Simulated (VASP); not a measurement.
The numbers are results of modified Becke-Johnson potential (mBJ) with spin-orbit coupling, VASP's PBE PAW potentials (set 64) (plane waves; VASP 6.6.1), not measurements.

Input for VASP

**KPOINTS**
```
Automatic
0
G
 4 4 4
0 0 0
```

**KPOINTS_OPT**
```
k-points along high-symmetry lines
11
Line-mode
Reciprocal
  0.000000   0.000000   0.000000 ! GAMMA
  0.000000   0.500000   0.000000 ! X

  0.000000   0.500000   0.000000 ! X
  0.500000   0.500000   0.000000 ! M

  0.500000   0.500000   0.000000 ! M
  0.000000   0.000000   0.000000 ! GAMMA

  0.000000   0.000000   0.000000 ! GAMMA
  0.500000   0.500000   0.500000 ! R

  0.500000   0.500000   0.500000 ! R
  0.000000   0.500000   0.000000 ! X

  0.500000   0.500000   0.500000 ! R
  0.500000   0.500000   0.000000 ! M
```

### INCAR
```
SYSTEM = BaTiO3
PREC = Accurate
ENCUT = 450
EDIFF = 1E-6
NELM = 200
ALGO = Normal
LREAL = .FALSE.
LASPH = .TRUE.
ISMEAR = 0
SIGMA = 0.05
METAGGA = MBJ
LMIXTAU = .TRUE.
LMAXMIX = 4
LWAVE = .FALSE.
LCHARG = .FALSE.
ISIF = 0
LSORBIT = .TRUE.
MAGMOM = 0 0 0 0 0 0 0 0 0 0 0 0 0 0 0
GGA_COMPAT = .FALSE.
```

**POSCAR**
```
BaTiO3
4.0236270
  1.0000001227   0.0000000000   0.0000000000
  0.0000000000   1.0000001227   0.0000000000
  0.0000000000   0.0000000000   1.0000001227
Ba Ti O
1 1 3
Direct
  0.0000000000   0.0000000000   0.0000000000
  0.5000000000   0.5000000000   0.5000000000
  0.5000000000   0.0000000000   0.5000000000
  0.0000000000   0.5000000000   0.5000000000
  0.5000000000   0.5000000000   0.0000000000
```

POTCAR, in this order: Ba_sv Ti_sv O (PBE.64 set). Program: vasp_ncl. Read from the step before: WAVECAR.

Output

File OSZICAR:
```
...
DAV: 119     0.452237297392E+03   -0.69095E+01   -0.41108E+01  1112   0.432E+01    0.623E+00
DAV: 120     0.458473586244E+03    0.62363E+01   -0.26886E+01  1120   0.320E+01    0.511E+00
DAV: 121     0.449925097423E+03   -0.85485E+01   -0.50394E+01  1152   0.471E+01    0.674E+00
DAV: 122     0.450666221821E+03    0.74112E+00   -0.29957E+00  1360   0.946E+00    0.700E+00
DAV: 123    -0.589441438825E+03   -0.10401E+04   -0.78833E+03  1384   0.617E+02    0.307E+01
DAV: 124     0.230760675940E+03    0.82020E+03   -0.10540E+03  1064   0.212E+02    0.250E+01
DAV: 125     0.473176170086E+03    0.24242E+03   -0.19031E+03  1288   0.207E+02    0.799E+00
DAV: 126     0.463169051742E+03   -0.10007E+02   -0.12784E+02  1080   0.652E+01    0.515E+00
DAV: 127     0.458587804381E+03   -0.45812E+01   -0.58784E+00  1136   0.170E+01    0.531E+00
DAV: 128     0.458673657740E+03    0.85853E-01   -0.14723E+00  1144   0.599E+00    0.524E+00
DAV: 129     0.460166628349E+03    0.14930E+01   -0.15465E+01  1160   0.409E+01    0.525E+00
DAV: 130     0.459047399445E+03   -0.11192E+01   -0.39578E+00  1096   0.178E+01    0.533E+00
DAV: 131     0.296623993783E+03   -0.16242E+03   -0.12097E+03  1328   0.205E+02    0.270E+01
DAV: 132     0.471388171569E+03    0.17476E+03   -0.10290E+03  1176   0.193E+02    0.760E+00
DAV: 133     0.461817217553E+03   -0.95710E+01   -0.14491E+02  1000   0.758E+01    0.463E+00
DAV: 134     0.221105431313E+02   -0.43971E+03   -0.36984E+03  1200   0.525E+02    0.258E+01
DAV: 135     0.512395256342E+03    0.49028E+03   -0.19497E+03  1240   0.416E+02    0.683E+00
DAV: 136     0.477645249999E+03   -0.34750E+02   -0.35028E+02  1360   0.107E+02    0.338E+00
DAV: 137     0.466496137837E+03   -0.11149E+02   -0.82980E+01  1168   0.343E+01    0.426E+00
DAV: 138     0.463844928166E+03   -0.26512E+01   -0.25481E+01  1136   0.309E+01    0.456E+00
DAV: 139     0.450892567714E+03   -0.12952E+02   -0.12294E+02  1304   0.728E+01    0.712E+00
DAV: 140     0.465101551181E+03    0.14209E+02   -0.14120E+02  1208   0.674E+01    0.395E+00
DAV: 141     0.464750758048E+03   -0.35079E+00   -0.60752E+00  1136   0.173E+01    0.363E+00
DAV: 142     0.460784539428E+03   -0.39662E+01   -0.24215E+01   984   0.331E+01    0.439E+00
DAV: 143     0.451799388978E+03   -0.89852E+01   -0.35292E+01  1376   0.298E+01    0.656E+00
DAV: 144     0.462041167987E+03    0.10242E+02   -0.48579E+01  1048   0.364E+01    0.404E+00
DAV: 145     0.463585348024E+03    0.15442E+01   -0.51739E+00  1152   0.134E+01    0.350E+00
DAV: 146     0.464460546491E+03    0.87520E+00   -0.14107E+01  1048   0.759E+01    0.326E+00
DAV: 147     0.451909990879E+03   -0.12551E+02   -0.15456E+02  1040   0.855E+01    0.737E+00
DAV: 148     0.462674040015E+03    0.10764E+02   -0.36686E+01  1120   0.631E+01    0.500E+00
DAV: 149     0.409834984476E+03   -0.52839E+02   -0.27201E+02  1320   0.650E+01    0.175E+01
DAV: 150     0.302395700508E+03   -0.10744E+03   -0.14317E+03  1040   0.138E+03    0.237E+01
DAV: 151     0.476026623897E+03    0.17363E+03   -0.75696E+02  1064   0.139E+02    0.690E+00
DAV: 152     0.411072590325E+03   -0.64954E+02   -0.30344E+02  1080   0.111E+02    0.147E+01
DAV: 153     0.465015291620E+03    0.53943E+02   -0.23070E+02  1072   0.897E+01    0.626E+00
DAV: 154     0.471435265640E+03    0.64200E+01   -0.13705E+02  1024   0.702E+01    0.173E+00
DAV: 155     0.459069124478E+03   -0.12366E+02   -0.86556E+01  1048   0.641E+01    0.495E+00
DAV: 156     0.467636328615E+03    0.85672E+01   -0.26970E+01  1088   0.272E+01    0.288E+00
DAV: 157     0.440358809406E+03   -0.27278E+02   -0.16679E+02  1168   0.721E+01    0.102E+01
DAV: 158     0.470408084927E+03    0.30049E+02   -0.24417E+02  1064   0.720E+01    0.297E+00
DAV: 159     0.470284934035E+03   -0.12315E+00   -0.98192E+00  1136   0.177E+01    0.208E+00
DAV: 160     0.465679900794E+03   -0.46050E+01   -0.30651E+01   992   0.378E+01    0.381E+00
DAV: 161     0.470744628962E+03    0.50647E+01   -0.25511E+01  1032   0.299E+01    0.217E+00
DAV: 162     0.470992671791E+03    0.24804E+00   -0.36568E+00  1056   0.248E+01    0.190E+00
DAV: 163     0.466265679645E+03   -0.47270E+01   -0.44466E+01   992   0.471E+01    0.388E+00
DAV: 164     0.459457330740E+03   -0.68083E+01   -0.19444E+01  1408   0.233E+01    0.565E+00
DAV: 165     0.471502941540E+03    0.12046E+02   -0.90672E+01   976   0.515E+01    0.238E+00
DAV: 166    -0.281891047088E+03   -0.75339E+03   -0.66779E+03  1264   0.719E+02    0.251E+01
DAV: 167     0.507684300713E+03    0.78958E+03   -0.14319E+03  1632   0.257E+02    0.102E+01
DAV: 168     0.470380203989E+03   -0.37304E+02   -0.28061E+02  1144   0.841E+01    0.408E+00
DAV: 169     0.456334922346E+03   -0.14045E+02   -0.73124E+01  1216   0.531E+01    0.661E+00
DAV: 170     0.470955283288E+03    0.14620E+02   -0.16943E+02  1080   0.730E+01    0.192E+00
DAV: 171     0.469327814979E+03   -0.16275E+01   -0.13106E+01  1176   0.305E+01    0.278E+00
DAV: 172     0.465539473868E+03   -0.37883E+01   -0.22573E+01  1128   0.330E+01    0.418E+00
DAV: 173     0.469936709732E+03    0.43972E+01   -0.13656E+01  1056   0.255E+01    0.302E+00
DAV: 174     0.471240259184E+03    0.13035E+01   -0.50568E+00  1104   0.169E+01    0.237E+00
DAV: 175     0.470371501688E+03   -0.86876E+00   -0.31582E+00  1264   0.154E+01    0.293E+00
DAV: 176     0.470214773728E+03   -0.15673E+00   -0.57748E-01  1008   0.829E+00    0.291E+00
DAV: 177     0.470585397744E+03    0.37062E+00   -0.21954E+00  1008   0.117E+01    0.339E+00
DAV: 178     0.470161234609E+03   -0.42416E+00   -0.59323E+00  1072   0.418E+01    0.340E+00
DAV: 179     0.472233458904E+03    0.20722E+01   -0.11153E+01  1200   0.280E+01    0.234E+00
DAV: 180     0.472399170271E+03    0.16571E+00   -0.11815E+00  1384   0.110E+01    0.201E+00
DAV: 181     0.471256223937E+03   -0.11429E+01   -0.53514E+00  1008   0.168E+01    0.245E+00
DAV: 182     0.471463569639E+03    0.20735E+00   -0.39842E+00   984   0.187E+01    0.181E+00
DAV: 183     0.471783772715E+03    0.32020E+00   -0.12681E+00  1008   0.148E+01    0.165E+00
DAV: 184     0.380587711928E+03   -0.91196E+02   -0.82573E+02  1272   0.159E+02    0.187E+01
DAV: 185     0.481370545657E+03    0.10078E+03   -0.75059E+02  1024   0.349E+02    0.630E+00
DAV: 186     0.472655980597E+03   -0.87146E+01   -0.21923E+02  1008   0.895E+01    0.152E+00
DAV: 187     0.471621715965E+03   -0.10343E+01   -0.83349E+00  1072   0.195E+01    0.171E+00
DAV: 188     0.470760012881E+03   -0.86170E+00   -0.30390E+00  1008   0.130E+01    0.219E+00
DAV: 189     0.468241119617E+03   -0.25189E+01   -0.81015E+00  1008   0.188E+01    0.324E+00
DAV: 190     0.472204750416E+03    0.39636E+01   -0.40177E+01   984   0.376E+01    0.107E+00
DAV: 191     0.468352770174E+03   -0.38520E+01   -0.39331E+01   984   0.430E+01    0.306E+00
DAV: 192     0.471077856839E+03    0.27251E+01   -0.93750E+00  1000   0.211E+01    0.197E+00
DAV: 193     0.466353848468E+03   -0.47240E+01   -0.20670E+01  1016   0.293E+01    0.379E+00
DAV: 194     0.472227142554E+03    0.58733E+01   -0.59301E+01  1000   0.446E+01    0.103E+00
DAV: 195     0.471368951604E+03   -0.85819E+00   -0.44502E+00   992   0.146E+01    0.154E+00
DAV: 196     0.471389207998E+03    0.20256E-01   -0.70620E-02  1080   0.175E+00    0.154E+00
DAV: 197     0.471621403568E+03    0.23220E+00   -0.68199E-01   992   0.559E+00    0.124E+00
DAV: 198     0.471526798695E+03   -0.94605E-01   -0.13029E-01  1008   0.243E+00    0.136E+00
DAV: 199     0.471674681004E+03    0.14788E+00   -0.61793E-01  1016   0.512E+00    0.118E+00
DAV: 200     0.471144098620E+03   -0.53058E+00   -0.34063E+00   984   0.125E+01
   1 F= 0.47114410E+03 E0= 0.47114410E+03  d E =-.232583E-27  mag=     0.0000     0.0000    -0.0000
       N       E                     dE             ncg
       N       E                     dE             ncg
       N       E                     dE             ncg
       N       E                     dE             ncg
       N       E                     dE             ncg
       N       E                     dE             ncg
       N       E                     dE             ncg
```

**OUTCAR**
```
------------------------ aborting loop EDIFF was not reached (unconverged)  ----------------------------
  volume of cell :       65.14
      direct lattice vectors                 reciprocal lattice vectors
     4.023627494  0.000000000  0.000000000     0.248531953  0.000000000  0.000000000
     0.000000000  4.023627494  0.000000000     0.000000000  0.248531953  0.000000000
     0.000000000  0.000000000  4.023627494     0.000000000  0.000000000  0.248531953
 POSITION                                       TOTAL-FORCE (eV/Angst)
 -----------------------------------------------------------------------------------
      0.00000      0.00000      0.00000         0.000000      0.000000      0.000000
      2.01181      2.01181      2.01181         0.000000      0.000000      0.000000
      2.01181      0.00000      2.01181         0.000000      0.000000      0.000000
      0.00000      2.01181      2.01181         0.000000      0.000000      0.000000
      2.01181      2.01181      0.00000         0.000000      0.000000      0.000000
 -----------------------------------------------------------------------------------
    total drift:                                0.000000      0.000000      0.000000
  FREE ENERGIE OF THE ION-ELECTRON SYSTEM (eV)
  ---------------------------------------------------
  free  energy   TOTEN  =       471.1440986195 eV

  energy  without entropy=      471.1440986195  energy(sigma->0) =      471.14409862

     CMBJ =    1.0000

     CMBJA=   -0.0120

     CMBJB=    1.0230

     CMBJE=    0.5000

    CMBJ =    2.0000

 Ion:    1  E_soc:     -0.3057988

 Ion:    2  E_soc:     -0.0090939

 Ion:    3  E_soc:     -0.0001611

 Ion:    4  E_soc:     -0.0001611

 Ion:    5  E_soc:     -0.0001611
```
(Selected blocks of OUTCAR.)

### stdout
```
...
DAV: 196     0.471389207998E+03    0.20256E-01   -0.70620E-02  1080   0.175E+00    0.154E+00
DAV: 197     0.471621403568E+03    0.23220E+00   -0.68199E-01   992   0.559E+00    0.124E+00
DAV: 198     0.471526798695E+03   -0.94605E-01   -0.13029E-01  1008   0.243E+00    0.136E+00
DAV: 199     0.471674681004E+03    0.14788E+00   -0.61793E-01  1016   0.512E+00    0.118E+00
DAV: 200     0.471144098620E+03   -0.53058E+00   -0.34063E+00   984   0.125E+01

 -----------------------------------------------------------------------------
|                                                                             |
|           W    W    AA    RRRRR   N    N  II  N    N   GGGG   !!!           |
|           W    W   A  A   R    R  NN   N  II  NN   N  G    G  !!!           |
|           W    W  A    A  R    R  N N  N  II  N N  N  G       !!!           |
|           W WW W  AAAAAA  RRRRR   N  N N  II  N  N N  G  GGG   !            |
|           WW  WW  A    A  R   R   N   NN  II  N   NN  G    G                |
|           W    W  A    A  R    R  N    N  II  N    N   GGGG   !!!           |
|                                                                             |
|     The electronic self-consistency was not achieved in the given           |
|     number of steps (NELM). The forces and other quantities evaluated       |
|     might not be reliable so examine the results carefully. If you find     |
|     spurious results, we suggest increasing NELM, if you were close to      |
|     convergence or switching to a different ALGO or adjusting the           |
|     density mixing parameters otherwise.                                    |
|                                                                             |
 -----------------------------------------------------------------------------

   1 F= 0.47114410E+03 E0= 0.47114410E+03  d E =-.232583E-27  mag=     0.0000     0.0000    -0.0000
 Start KPOINTS_OPT (optional k-point list driver)
k-point batch [1-10\66]
       N       E                     dE             ncg
k-point batch [11-20\66]
       N       E                     dE             ncg
k-point batch [21-30\66]
       N       E                     dE             ncg
k-point batch [31-40\66]
       N       E                     dE             ncg
k-point batch [41-50\66]
       N       E                     dE             ncg
k-point batch [51-60\66]
       N       E                     dE             ncg
k-point batch [61-66\66]
       N       E                     dE             ncg
```

Convergence was not reached.

mBJ is a potential without an energy functional, so only the levels count.

The compound is BaTiO3 in the cubic perovskite structure, the ideal cubic form; the compound distorts at low or room temperature. It was relaxed first. The cell's shape comes from a PBE relaxation.
